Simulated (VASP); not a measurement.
Method: PBE GGA + U (Dudarev), VASP's PBE PAW potentials (set 64) (plane waves; VASP).

VASP ran on this input.

### POSCAR
```
Pt3Ti
1.0
  4.0327610000   0.0000000000   0.0000000000
  0.0000000000   3.8201800000   0.0000000000
  0.0000000000   0.0000000000   3.9250140000
Ti Pt
1 3
Direct
  0.0000000000   0.0000000000   0.0000000000
  0.0000000000   0.5000000000   0.5000000000
  0.5000000000   0.0000000000   0.5000000000
  0.5053360000   0.5000000000   0.0000000000
```

### INCAR
```
LORBIT  =  10
LWAVE  =  F
SIGMA  =  0.1   # width (eV)
ISIF  =  2   # forces and stress, cell fixed
ISMEAR  =  1
NELM  =  100
LDAUU  =  5.0 0
LCHARG  =  F
LASPH  =  T   # aspherical one-centre terms
PREC  =  Accurate
GGA  =  PE
LMAXMIX  =  6   # l cut-off of mixed one-centre charges
ALGO  =  Normal   # blocked Davidson
LDAUL  =  2 -1
EDIFF  =  1E-6   # SCF stop (eV)
SYSTEM  =  Pt3Ti
LDAUTYPE  =  2   # Dudarev
ENCUT  =  400
LDAU  =  T
LDAUJ  =  0 0
LREAL  =  F   # projection in real space or not
LDAUPRINT  =  1
```

**KPOINTS**
```
K-points
0
G
7 7 7
0 0 0
```

POTCAR, in this order: Ti_sv Pt (PBE.64 set). Program: vasp_std.

**Question.** What will the output report for the number of irreducible k-points (NKPTS), number of bands (NBANDS), largest plane-wave count, number of space-group operations, FFT grid (NGX, NGY, NGZ)?

**Answer.** 
```
Quantity                                      Result
--------------------------------------  ------------
number of irreducible k-points (NKPTS)            64
number of bands (NBANDS)                          25
largest plane-wave count                        1114
number of space-group operations                   4
FFT grid (NGX, NGY, NGZ)                28 × 28 × 28
```

The compound is Pt3Ti in the L1_2 structure. The cell was not relaxed at this level, atoms are displaced from their ideal sites. The run is one of a series of settings (LDAU = .TRUE., LDAUJ = 0 0, LDAUL = 2 -1, LDAUTYPE = 2, LDAUU = 5.0 0 against the base run), some of them coarse on purpose.
